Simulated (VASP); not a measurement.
# NaSb2Au (P-3m1) in VASP: settings compared

The runs below take NaSb2Au through band structure, with BLYP, AM05, PW91.

All numbers are computed with VASP 6.6.1; they aren't measurements. Logs are shortened: lines on timing, memory, paths and dates and some standing lists are left out, and cuts for length are marked.

### 1 The crystal as given

The structure is trigonal, space group P-3m1 (No. 164). The conventional cell has a = 4.357 Å, b = 4.357 Å, c = 6.818 Å, α = 90.00°, β = 90.00°, γ = 120.00°. Na (site symmetry -3m) has 6 Sb at 3.31 Å and 2 Au at 3.41 Å as nearest neighbours. Sb (site symmetry 3m) is surrounded by 3 Au at 2.81 Å. Around Au (site symmetry -3m) lie 6 Sb at 2.81 Å.

The cell was built by a generator and needn't be a form met in nature.

### 2 Band structure, BLYP

POSCAR

```
NaSb2Au
1.0
    4.3573000000      0.0000000000      0.0000000000
   -2.1786500000      3.7735400000      0.0000000000
    0.0000000000      0.0000000000      6.8184700000
Na Sb Au
1 2 1
Direct
    0.0000000000      0.0000000000      0.5000000000
    0.6666700000      0.3333300000      0.8163200000
    0.3333300000      0.6666700000      0.1836800000
    0.0000000000      0.0000000000      0.0000000000
```

INCAR.step1

```
PREC     = Accurate       # precision mode
ENCUT    = 520            # plane-wave cutoff, eV
EDIFF    = 1E-6           # SCF threshold, eV
ISMEAR   = -1             # smearing method
SIGMA    = 0.05           # smearing width, eV
LREAL    = False          # projectors in reciprocal space
LASPH    = True           # aspherical terms in the spheres
NELM     = 80             # most SCF steps
ALGO     = Fast           # electronic algorithm
ISIF     = 2              # what is computed and relaxed
LWAVE    = False          # write WAVECAR
LCHARG   = True           # write CHGCAR
LMAXMIX  = 4              # l up to which the mixer works
GGA      = B5             # functional
ALDAX    = 1.0          
AGGAX    = 1.0          
AGGAC    = 1.0          
ALDAC    = 0.0
```

KPOINTS.step1

```
Automatic mesh
0
Gamma
  5 5 3
```

INCAR.step2

```
PREC     = Accurate       # precision mode
ENCUT    = 520            # plane-wave cutoff, eV
EDIFF    = 1E-6           # SCF threshold, eV
ISMEAR   = 0              # smearing method
SIGMA    = 0.05           # smearing width, eV
LREAL    = False          # projectors in reciprocal space
LASPH    = True           # aspherical terms in the spheres
NELM     = 80             # most SCF steps
ALGO     = Fast           # electronic algorithm
ISIF     = 2              # what is computed and relaxed
LWAVE    = False          # write WAVECAR
LCHARG   = False          # write CHGCAR
LMAXMIX  = 4              # l up to which the mixer works
GGA      = B5             # functional
ALDAX    = 1.0          
AGGAX    = 1.0          
AGGAC    = 1.0          
ALDAC    = 0.0          
ICHARG   = 11             # starting density
```

KPOINTS.step2

```
path GMKGALHA,LM,KH
15
line-mode
reciprocal
 0.0000000000  0.0000000000  0.0000000000  G
 0.5000000000  0.0000000000  0.0000000000  M

 0.5000000000  0.0000000000  0.0000000000  M
 0.3333333333  0.3333333333  0.0000000000  K

 0.3333333333  0.3333333333  0.0000000000  K
 0.0000000000  0.0000000000  0.0000000000  G

 0.0000000000  0.0000000000  0.0000000000  G
 0.0000000000  0.0000000000  0.5000000000  A

 0.0000000000  0.0000000000  0.5000000000  A
 0.5000000000  0.0000000000  0.5000000000  L

 0.5000000000  0.0000000000  0.5000000000  L
 0.3333333333  0.3333333333  0.5000000000  H

 0.3333333333  0.3333333333  0.5000000000  H
 0.0000000000  0.0000000000  0.5000000000  A

 0.5000000000  0.0000000000  0.5000000000  L
 0.5000000000  0.0000000000  0.0000000000  M

 0.3333333333  0.3333333333  0.0000000000  K
 0.3333333333  0.3333333333  0.5000000000  H
```

Potentials or basis: VASP PAW PBE potentials, release 64 (Na_pv, Sb, Au).

The run is started by

```bash
cat potpaw_PBE.64/Na_pv/POTCAR potpaw_PBE.64/Sb/POTCAR potpaw_PBE.64/Au/POTCAR > POTCAR
cp INCAR.step1 INCAR
cp KPOINTS.step1 KPOINTS
mpirun -np 1 vasp_std > vasp.out
cp INCAR.step2 INCAR
cp KPOINTS.step2 KPOINTS
mpirun -np 1 vasp_std > vasp.out
```

OUTCAR:

```text
PREC = Accurate
   ENCUT = 520
   EDIFF = 1E-6
   ISMEAR = 0
   LREAL = False
   LASPH = True
   NELM = 80
   ISIF = 2
   GGA = B5
   ICHARG = 11

 ion  position               nearest neighbor table
   1  0.000  0.000  0.500-
   2  0.667  0.333  0.816-   4 2.81   4 2.81   4 2.81   3 3.55   3 3.55   3 3.55
   3  0.333  0.667  0.184-   4 2.81   4 2.81   4 2.81   2 3.55   2 3.55   2 3.55
   4  0.000  0.000  0.000-   2 2.81   3 2.81   2 2.81   3 2.81   2 2.81   3 2.81

  LATTYP: Found a hexagonal cell.
 ALAT       =     4.3573000000
 C/A-ratio  =     1.5648383173

  Lattice vectors:

 A1 = (   4.3573000000,   0.0000000000,   0.0000000000)
 A2 = (  -2.1786500000,   3.7735400000,   0.0000000000)
 A3 = (   0.0000000000,   0.0000000000,   6.8184700000)

Analysis of symmetry for initial positions (statically):
=====================================================================
 Subroutine PRICEL returns:
 Original cell was already a primitive cell.

 Routine SETGRP: Setting up the symmetry group for a
 hexagonal supercell.

 Subroutine GETGRP returns: Found  4 space group operations
 (whereof  4 operations were pure point group operations)
 out of a pool of 24 trial point group operations.

The static configuration has the point symmetry C_2h.

Analysis of symmetry for dynamics (positions and initial velocities):
=====================================================================
 Subroutine PRICEL returns:
 Original cell was already a primitive cell.

 Routine SETGRP: Setting up the symmetry group for a
 hexagonal supercell.

 Subroutine GETGRP returns: Found  4 space group operations
 (whereof  4 operations were pure point group operations)
 out of a pool of 24 trial point group operations.

The dynamic configuration has the point symmetry C_2h.

 Subroutine INISYM returns: Found  4 space group operations
 (whereof  4 operations are pure point group operations),
 and found     1 'primitive' translations

----------------------------------------------------------------------------------------

                                     Primitive cell

  volume of cell :     112.1123

  direct lattice vectors                    reciprocal lattice vectors
     4.357300000  0.000000000  0.000000000     0.229499920  0.132501577  0.000000000
    -2.178650000  3.773540000  0.000000000     0.000000000  0.265003154  0.000000000
     0.000000000  0.000000000  6.818470000     0.000000000  0.000000000  0.146660468

  length of vectors
     4.357300000  4.357306502  6.818470000     0.265003549  0.265003154  0.146660468

  position of ions in fractional coordinates (direct lattice)
     0.000000000  0.000000000  0.500000000
     0.666670000  0.333330000  0.816320000
     0.333330000  0.666670000  0.183680000
     0.000000000  0.000000000  0.000000000

  ion indices of the primitive-cell ions
   primitive index   ion index
                 1           1
                 2           2
                 3           3
                 4           4

----------------------------------------------------------------------------------------

 KPOINTS: path GMKGALHA,LM,KH

Interpolating k-points between supplied coordinates.

 Line segments in fractional coordinates (reciprocal lattice):
    0.000000  0.000000  0.000000  ...  0.500000  0.000000  0.000000
    0.500000  0.000000  0.000000  ...  0.333333  0.333333  0.000000
    0.333333  0.333333  0.000000  ...  0.000000  0.000000  0.000000
    0.000000  0.000000  0.000000  ...  0.000000  0.000000  0.500000
    0.000000  0.000000  0.500000  ...  0.500000  0.000000  0.500000
    0.500000  0.000000  0.500000  ...  0.333333  0.333333  0.500000
    0.333333  0.333333  0.500000  ...  0.000000  0.000000  0.500000
    0.500000  0.000000  0.500000  ...  0.500000  0.000000  0.000000
    0.333333  0.333333  0.000000  ...  0.333333  0.333333  0.500000

 Generated    15 points on each line segment, for a total of    135 k-points:

 Following reciprocal coordinates:
            Coordinates               Weight
  0.000000  0.000000  0.000000      0.007407
  0.035714  0.000000  0.000000      0.007407
  0.071429  0.000000  0.000000      0.007407
  0.107143  0.000000  0.000000      0.007407
  0.142857  0.000000  0.000000      0.007407
  0.178571  0.000000  0.000000      0.007407
[... 16 lines left out ...]
  0.416667  0.166667  0.000000      0.007407
  0.404762  0.190476  0.000000      0.007407
 [... further k-points ...]
   k-points           NKPTS =    135   k-points in BZ     NKDIM =    135   number of bands    NBANDS=     18
   number of dos      NEDOS =    301   number of ions     NIONS =      4
   total plane-waves  NPLWV =  55296
   dimension x,y,z NGX =    32 NGY =   32 NGZ =   54
   dimension x,y,z NGXF=    64 NGYF=   64 NGZF=  108
   ions per type =               1   2   1
   NGX,Y,Z   is equivalent  to a cutoff of  12.21, 12.21, 13.17 a.u.
   NGXF,Y,Z  is equivalent  to a cutoff of  24.42, 24.42, 26.33 a.u.
 SYSTEM =  unknown system
   PREC   = accura    normal or accurate (medium, high low for compatibility)
   ISTART =      0    job   : 0-new  1-cont  2-samecut
   ICHARG =     11    charge: 1-file 2-atom 10-const
   ISPIN  =      1    spin polarized calculation?
   LNONCOLLINEAR =      F non collinear calculations
   LSORBIT =      F    spin-orbit coupling
   LASPH  =      T    aspherical Exc in radial PAW
   ENCUT  =  520.0 eV  38.22 Ry    6.18 a.u.   8.10  8.10 12.68*2*pi/ulx,y,z
   NELM   =     80;   NELMIN=  2; NELMDL=  0     # of ELM steps
   EDIFF  = 0.1E-05   stopping-criterion for ELM
   LREAL  =      F    real-space projection
   EDIFFG = 0.1E-04   stopping-criterion for IOM
   NSW    =      0    number of steps for IOM
   IBRION =     -1    ionic relax: 0-MD 1-quasi-New 2-CG
   NFREE  =      0    steps in history (QN), initial steepest desc. (CG)
   ISIF   =      2    stress and relaxation
   ISYM   =      2    0-nonsym 1-usesym 2-fastsym
   POTIM  = 0.5000    time-step for ionic-motion
   TEBEG  =    0.0;   TEEND  =   0.0 temperature during run
   PSTRESS=    0.0 pullay stress
   NELECT =      28.0000    total number of electrons
   NUPDOWN=      -1.0000    fix difference up-down
   EMIN   =  10.00;   EMAX   =-10.00  energy-range for DOS
   EFERMI =   0.00;   METHOD = LEGACY
   ISMEAR =     0;   SIGMA  =   0.05  broadening in eV -4-tet -1-fermi 0-gaus
   EFERMI_NEDOS =   21; number of points for ismear=-14 and -15
   IALGO  =     68    algorithm
   IMIX   =      4    mixing-type and parameters
     AMIX     =   0.40;   BMIX     =  1.00
     AMIX_MAG =   1.60;   BMIX_MAG =  1.00
  volume/ion in A,a.u.               =      28.03       189.14
  Fermi-wavevector in a.u.,A,eV,Ry     =   1.030963  1.948237 14.461423  1.062885
  Thomas-Fermi vector in A             =   2.165087
   LORBIT       =      0    0 simple, 1 ext, 2 COOP (PROOUT), +10 PAW based schemes
   GGA     = B5    functional components
   LHFCALC =     F    Hartree Fock is set to
   AEXX    =    0.0000 exact exchange contribution
   IVDW    =     0    specifies the selected vdW correction
   LEPSILON=     F    determine dielectric tensor
   LRPA    =     F    only Hartree local field effects (RPA)
 non-spin polarized calculation
 RMM-DIIS sequential band-by-band and
 Gauss-broadening in eV      SIGMA  =   0.05
  energy-cutoff  :      520.00
  volume of cell :      112.11
 maximum number of plane-waves:      3046

 number of electron      27.9999988 magnetization

 Free energy of the ion-electron system (eV)
  ---------------------------------------------------
  ext. energy  EPLUGINS =         0.00000000
  ---------------------------------------------------
  free energy    TOTEN  =       -10.40905749 eV

  energy without entropy =      -10.40400696  energy(sigma->0) =      -10.40653223

 E-fermi :   5.9711     XC(G=0):  -8.5158

 val. band max:        5.9641939524   @ k =   0.3333   0.3333   0.0714
 cond. band min:       5.9815511781   @ k =   0.3810   0.2381   0.0000
 fundamental gap:      0.0173572258
 Fermi energy:         5.9710652631

 k-point     1 :       0.0000    0.0000    0.0000
  band No.  band energies     occupation
      1     -19.2288      2.00000
      2     -19.2288      2.00000
      3     -19.2114      2.00000
      4      -5.6397      2.00000
      5      -2.9524      2.00000
      6      -0.1841      2.00000
[... 10 lines left out ...]
     17       7.9673      0.00000
     18       9.4388      0.00000

 k-point     2 :       0.0357    0.0000    0.0000
  band No.  band energies     occupation
      1     -19.2289      2.00000
      2     -19.2288      2.00000
      3     -19.2114      2.00000
      4      -5.6269      2.00000
      5      -2.9590      2.00000
      6      -0.1789      2.00000
[... 10 lines left out ...]
     17       8.1048      0.00000
     18       9.5088      0.00000

 k-point     3 :       0.0714    0.0000    0.0000
  band No.  band energies     occupation
      1     -19.2291      2.00000
      2     -19.2289      2.00000
      3     -19.2114      2.00000
      4      -5.5885      2.00000
      5      -2.9784      2.00000
      6      -0.1638      2.00000
[... 10 lines left out ...]
     17       8.4392      0.00000
     18       9.6835      0.00000

 k-point     4 :       0.1071    0.0000    0.0000
  band No.  band energies     occupation
      1     -19.2294      2.00000
      2     -19.2290      2.00000
      3     -19.2113      2.00000
      4      -5.5249      2.00000
      5      -3.0095      2.00000
      6      -0.1393      2.00000
[... 375 lines left out ...]
      4      -3.7761      2.00000
      5      -3.7682      2.00000
      6      -0.2156      2.00000
[... 10 lines left out ...]
     17       8.2204      0.00000
     18       9.9933      0.00000

 k-point    23 :       0.4167    0.1667    0.0000
  band No.  band energies     occupation
      1     -19.2337      2.00000
      2     -19.2310      2.00000
      3     -19.2103      2.00000
      4      -3.7679      2.00000
      5      -3.7453      2.00000
      6      -0.1871      2.00000
[... 10 lines left out ...]
     17       8.2908      0.00000
     18       9.9983      0.00000

 k-point    24 :       0.4048    0.1905    0.0000
  band No.  band energies     occupation
      1     -19.2336      2.00000
      2     -19.2312      2.00000
      3     -19.2103      2.00000
      4      -3.7585      2.00000
      5      -3.7221      2.00000
      6      -0.1556      2.00000
[... 10 lines left out ...]
     17       8.3141      0.00000
     18      10.0893      0.00000

 [... further k-points ...]

------------------------ aborting loop because EDIFF is reached ----------------------------------------

  FORCE on cell =-STRESS in cart. coord.  units (eV):
  Direction    XX          YY          ZZ          XY          YZ          ZX
  --------------------------------------------------------------------------------------
  -------------------------------------------------------------------------------------
  Total        1.7037251      1.1776505      0.3686111     -0.4555990     -0.6958777      1.2052930
  in kB       24.3476335     16.8295938      5.2677554     -6.5108843     -9.9446646     17.2246281
  external PRESSURE =      15.4816609 kB  Pullay stress =       0.0000000 kB

 VOLUME and BASIS-vectors are now :
 -----------------------------------------------------------------------------
  energy-cutoff  :      520.00
  volume of cell :      112.11
      direct lattice vectors                 reciprocal lattice vectors
     4.357300000  0.000000000  0.000000000     0.229499920  0.132501577  0.000000000
    -2.178650000  3.773540000  0.000000000     0.000000000  0.265003154  0.000000000
     0.000000000  0.000000000  6.818470000     0.000000000  0.000000000  0.146660468

 POSITION                                       TOTAL-FORCE (eV/Angst)
 -----------------------------------------------------------------------------------
      0.00000      0.00000      3.40923         0.000000      0.000000      0.000000
      2.17867      1.25783      5.56605        -0.469351      0.270981     -0.862943
     -0.00002      2.51571      1.25242         0.469351     -0.270981      0.862943
      0.00000      0.00000      0.00000         0.000000      0.000000      0.000000
 -----------------------------------------------------------------------------------
    total drift:                               -0.000000      0.000000      0.000000

  FREE ENERGIE OF THE ION-ELECTRON SYSTEM (eV)
  ---------------------------------------------------
  free  energy   TOTEN  =       -10.4090574949 eV

  energy  without entropy=      -10.4040069584  energy(sigma->0) =      -10.40653223
```

Wall time 3.1 min (1 thread of Intel Xeon 6975P-C (Granite Rapids), shared host); peak memory 0.42 GiB.

Results:

```yaml
Band_gap_along_the_path: none (metal or under the smearing width)
```

Levels at the corners of the path, in eV from the Fermi level:
| point | band 11 | band 12 | band 13 | band 14 | band 15 | band 16 | band 17 | band 18 |
| --- | --- | --- | --- | --- | --- | --- | --- | --- |
| Γ | -3.29 | -0.01 | -0.01 | 0.45 | 1.20 | 1.20 | 2.01 | 3.48 |
| M | -3.80 | -3.35 | -2.30 | -1.74 | 0.16 | 1.65 | 1.75 | 3.80 |
| M | -3.80 | -3.35 | -2.30 | -1.74 | 0.16 | 1.65 | 1.75 | 3.80 |
| K | -5.06 | -2.34 | -2.34 | -1.91 | -0.04 | -0.04 | 2.19 | 5.19 |
| K | -5.06 | -2.34 | -2.34 | -1.91 | -0.04 | -0.04 | 2.19 | 5.19 |
| Γ | -3.29 | -0.01 | -0.01 | 0.45 | 1.20 | 1.20 | 2.01 | 3.48 |
| Γ | -3.29 | -0.01 | -0.01 | 0.45 | 1.20 | 1.20 | 2.01 | 3.48 |
| A | -2.26 | -1.45 | -0.08 | -0.08 | 1.36 | 1.36 | 3.00 | 3.14 |
| A | -2.26 | -1.45 | -0.08 | -0.08 | 1.36 | 1.36 | 3.00 | 3.14 |
| L | -3.99 | -3.78 | -2.22 | -0.82 | 0.38 | 1.23 | 2.38 | 3.52 |
| L | -3.99 | -3.78 | -2.22 | -0.82 | 0.38 | 1.23 | 2.38 | 3.52 |
| H | -5.03 | -2.73 | -2.73 | -2.39 | 1.15 | 1.15 | 3.99 | 4.23 |
| H | -5.03 | -2.73 | -2.73 | -2.39 | 1.15 | 1.15 | 3.98 | 4.23 |
| A | -2.26 | -1.45 | -0.08 | -0.08 | 1.36 | 1.36 | 3.00 | 3.14 |
| L | -3.99 | -3.78 | -2.22 | -0.82 | 0.38 | 1.23 | 2.38 | 3.53 |
| M | -3.80 | -3.35 | -2.30 | -1.74 | 0.16 | 1.65 | 1.75 | 3.80 |
| K | -5.06 | -2.34 | -2.34 | -1.91 | -0.04 | -0.04 | 2.19 | 5.19 |
| H | -5.03 | -2.73 | -2.73 | -2.39 | 1.15 | 1.15 | 3.99 | 4.23 |

Caveat: the log is that of the step along the path at fixed density, whose energy, stress, charges and moments have no meaning; the PAW data sets were made with another functional, which shifts forces and pressure a little; spin-orbit coupling is left out, which moves the levels of the heavy elements.

(Part 1 of 2 ends here.)
